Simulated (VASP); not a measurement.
An input for Quantum ESPRESSO's pw.x (written as the equivalent of a VASP run, and not itself run):

```
&CONTROL
  calculation = 'vc-relax'
  pseudo_dir = './pseudo'
  outdir = './out'
  tprnfor = .true.
  tstress = .true.
  nstep = 60
  forc_conv_thr = 0.00039
/
&SYSTEM
  ibrav = 0
  nat = 2
  ntyp = 2
  ecutwfc = 84
  occupations = 'smearing'
  smearing = 'methfessel-paxton'
  degauss = 0.00735
  input_dft = 'pbesol'
/
&ELECTRONS
  conv_thr = 7.3e-08
  electron_maxstep = 100
/
&IONS
/
&CELL
/
ATOMIC_SPECIES
  Pt 195.084 Pt.upf
  P 30.974 P.upf
CELL_PARAMETERS angstrom
     0.0000000    2.6244000    2.6244000
     2.6244000    0.0000000    2.6244000
     2.6244000    2.6244000    0.0000000
ATOMIC_POSITIONS crystal
  Pt   0.0000000  0.0000000  0.0000000
  P    0.5000000  0.5000000  0.5000000
K_POINTS automatic
  11 11 11 0 0 0
```

Translate this input to VASP (INCAR, KPOINTS, POSCAR, choice of POTCAR).

This is not unique; one that fits is 
**KPOINTS**
```
Automatic mesh
0
Gamma
11 11 11
0 0 0
```

**INCAR**
```
ALGO  =  Normal
EDIFF  =  1E-6
EDIFFG  =  -0.01
ENCUT  =  400
GGA  =  PS
IBRION  =  2
ISIF  =  3
ISMEAR  =  1
LASPH  =  T
LCHARG  =  F
LMAXMIX  =  6
LREAL  =  F
LWAVE  =  F
NELM  =  100
NSW  =  60
PREC  =  Accurate
SIGMA  =  0.1
SYSTEM  =  PtP
```

File POSCAR:
```
PtP
1.0
  0.0000000000   2.6244000000   2.6244000000
  2.6244000000   0.0000000000   2.6244000000
  2.6244000000   2.6244000000   0.0000000000
Pt P
1 1
Cartesian
  0.0000000000   0.0000000000   0.0000000000
  2.6244000000   2.6244000000   2.6244000000
```

POTCAR, in this order: Pt P (PBE.64 set). Program: vasp_std.

Limits of the translation: the potentials are each code's own (VASP's PAW set, PseudoDojo norm-conserving files in pw.x), so ENCUT and ecutwfc are chosen apart and not converted; conv_thr bounds pw.x's estimated SCF error, while EDIFF bounds the energy change between steps; forc_conv_thr acts on force components and is met together with etot_conv_thr.

The structure was generated: PtP was put into the rock salt type (Fm-3m), which need not be its known phase. This run relaxes it. Symmetry was kept, so distortions that lower it aren't found.
